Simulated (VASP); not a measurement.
The input files of a VASP run:

POSCAR:
```
BeZn3Te4
4.2126350
  0.0000000000   0.7071067541   0.7071067541
  0.7071067541   0.0000000000   0.7071067541
  2.8298499956   2.8298499956  -0.0014229792
Zn Te Be
3 4 1
direct
  0.0102982297   0.0102982297   0.9922763278
  0.0004459354   0.0004459354   0.2496655484
  0.9915057817   0.9915057817   0.5063706637
  0.2537656947   0.2537656947   0.0596757289
  0.2445604346   0.2445604346   0.3165796741
  0.2350694503   0.2350694503   0.5736979123
  0.2645140391   0.2645140391   0.8016144707
  0.9998404345   0.9998404345   0.7501196741
```

**INCAR**
```
SYSTEM = BeZn3Te4
PREC = Accurate
ENCUT = 400
EDIFF = 1E-7
NELM = 100
ALGO = Normal
LREAL = .FALSE.
LASPH = .TRUE.
ISMEAR = -5
GGA = PS
LMAXMIX = 4
LWAVE = .FALSE.
LCHARG = .TRUE.
LORBIT = 11
NEDOS = 601
ISIF = 2
LEFG = .TRUE.
```

KPOINTS:
```
Automatic
0
gamma
  7 7 2
0 0 0
```

POTCAR, in this order: Zn Te Be (PBE.64 set). Program: vasp_std.

### Question
Translate this PBEsol calculation to Quantum ESPRESSO's pw.x.

### Answer
One equivalent input (not run):
```
&CONTROL
  calculation = 'scf'
  pseudo_dir = './pseudo'
  outdir = './out'
  tprnfor = .true.
  tstress = .true.
/
&SYSTEM
  ibrav = 0
  nat = 8
  ntyp = 3
  ecutwfc = 88
  occupations = 'tetrahedra'
  input_dft = 'pbesol'
/
&ELECTRONS
  conv_thr = 7.3e-09
  electron_maxstep = 100
/
ATOMIC_SPECIES
  Zn 65.380 Zn.upf
  Te 127.600 Te.upf
  Be 9.012 Be.upf
CELL_PARAMETERS angstrom
    -0.0000000    2.9787827    2.9787827
     2.9787827   -0.0000000    2.9787827
    11.9211251   11.9211251   -0.0059945
ATOMIC_POSITIONS crystal
  Zn   0.0102982  0.0102982  0.9922763
  Zn   0.0004459  0.0004459  0.2496655
  Zn   0.9915058  0.9915058  0.5063707
  Te   0.2537657  0.2537657  0.0596757
  Te   0.2445604  0.2445604  0.3165797
  Te   0.2350695  0.2350695  0.5736979
  Te   0.2645140  0.2645140  0.8016145
  Be   0.9998404  0.9998404  0.7501197
K_POINTS automatic
  7 7 2 0 0 0
```
What does not carry over: the potentials are each code's own (VASP's PAW set, PseudoDojo norm-conserving files in pw.x), so ENCUT and ecutwfc are chosen apart and not converted; conv_thr bounds pw.x's estimated SCF error, while EDIFF bounds the energy change between steps; the field gradients of LEFG aren't asked of the other code.

The structure was generated: BeZn3Te4 was put into an ordered model structure (R3m), which need not be its known phase. It was relaxed first.
